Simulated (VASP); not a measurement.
Level of theory: RPBE GGA, VASP's PBE PAW potentials (set 64) (plane waves; VASP).

VASP ran on this input.

**KPOINTS**
```
k-points along high-symmetry lines
10
Line-mode
Reciprocal
  0.000000   0.000000   0.000000 ! GAMMA
 -0.000000   0.500000   0.000000 ! M

 -0.000000   0.500000   0.000000 ! M
 -0.333333   0.666667   0.000000 ! K

 -0.333333   0.666667   0.000000 ! K
  0.000000   0.000000   0.000000 ! GAMMA

  0.000000   0.000000   0.000000 ! GAMMA
  0.000000   0.000000   0.500000 ! A

  0.000000   0.000000   0.500000 ! A
 -0.000000   0.500000   0.500000 ! L

 -0.000000   0.500000   0.500000 ! L
 -0.333333   0.666667   0.500000 ! H

 -0.333333   0.666667   0.500000 ! H
  0.000000   0.000000   0.500000 ! A

 -0.000000   0.500000   0.500000 ! L
 -0.000000   0.500000   0.000000 ! M

 -0.333333   0.666667   0.500000 ! H
 -0.333333   0.666667   0.000000 ! K
```

### INCAR
```
ALGO = Normal
EDIFF = 1E-7
ENCUT = 520
GGA = RP
ICHARG = 11
ISMEAR = 0
LASPH = .TRUE.
LCHARG = .FALSE.
LMAXMIX = 4
LORBIT = 11
LREAL = .FALSE.
LWAVE = .FALSE.
NELM = 100
PREC = Accurate
SIGMA = 0.05
SYSTEM = ZnO
```

POSCAR:
```
ZnO
1
    1.6634621403    -2.8812014122     0.0000000000
    1.6634621403     2.8812014122     0.0000000000
    0.0000000000    -0.0000000000     5.3672924736
Zn O
2 2
Direct
  0.6666670000   0.3333330000   0.5010504122
  0.3333330000   0.6666670000   0.0010504122
  0.6666670000   0.3333330000   0.8809495878
  0.3333330000   0.6666670000   0.3809495878
```

POTCAR, in this order: Zn O (PBE.64 set). Program: vasp_std. Read from the step before: CHGCAR.

Output of the run:

**OSZICAR**
```
       N       E                     dE             d eps       ncg     rms          rms(c)
DAV:   1     0.276356639152E+03    0.27636E+03   -0.19019E+04  3960   0.235E+03
DAV:   2     0.115864256836E+02   -0.26477E+03   -0.25589E+03  4242   0.440E+02
DAV:   3    -0.153338982920E+02   -0.26920E+02   -0.26576E+02  4728   0.142E+02
DAV:   4    -0.158332175933E+02   -0.49932E+00   -0.49876E+00  4398   0.208E+01
DAV:   5    -0.158374333803E+02   -0.42158E-02   -0.42154E-02  4584   0.166E+00
DAV:   6    -0.158374892267E+02   -0.55846E-04   -0.55845E-04  4414   0.159E-01
DAV:   7    -0.158374903328E+02   -0.11061E-05   -0.11061E-05  4626   0.189E-02
DAV:   8    -0.158374903591E+02   -0.26303E-07   -0.26290E-07  3744   0.246E-03
   1 F= -.15837490E+02 E0= -.15837490E+02  d E =-.328757E-17
```

### OUTCAR
```
 val. band max:        0.7234372811   @ k =   0.0000   0.0000   0.0000

 cond. band min:       1.4863924697   @ k =  -0.0000   0.0000   0.0000



 k-point     1 :       0.0000    0.0000    0.0000
  band No.  band energies     occupation
      1     -16.8656      2.00000
      2     -16.2720      2.00000
      3      -4.6283      2.00000
      4      -4.6283      2.00000
      5      -4.5830      2.00000
      6      -4.4617      2.00000
      7      -4.4617      2.00000
      8      -4.3139      2.00000
      9      -3.6580      2.00000
     10      -3.6580      2.00000
     11      -3.4844      2.00000
     12      -3.4844      2.00000
     13      -3.2196      2.00000
     14       0.0242      2.00000
     15       0.0242      2.00000
     16       0.6555      2.00000
     17       0.7234      2.00000
     18       0.7234      2.00000
     19       1.4864      0.00000
     20       5.7507      0.00000
     21       8.7744      0.00000
     22      13.3294      0.00000

 k-point     2 :       0.0000    0.0556    0.0000
  band No.  band energies     occupation
      1     -16.8512      2.00000
      2     -16.2654      2.00000
      3      -4.6435      2.00000
      4      -4.6193      2.00000
      5      -4.5718      2.00000
      6      -4.4624      2.00000
      7      -4.4493      2.00000
      8      -4.2958      2.00000
      9      -3.6639      2.00000
     10      -3.6591      2.00000
     11      -3.4831      2.00000
     12      -3.4683      2.00000
     13      -3.2224      2.00000
     14      -0.0844      2.00000
     15      -0.0139      2.00000
     16       0.4567      2.00000
     17       0.6385      2.00000
     18       0.7032      2.00000
     19       1.7883      0.00000
     20       5.8766      0.00000
     21       8.7775      0.00000
     22      12.9836      0.00000

 k-point     3 :       0.0000    0.1111    0.0000
  band No.  band energies     occupation
      1     -16.8092      2.00000
      2     -16.2471      2.00000
...
```

The density is held fixed in this step, so its total energy and stress have no physical meaning.

The compound is ZnO in the wurtzite structure. It was relaxed first, which changed the volume by +8 %.
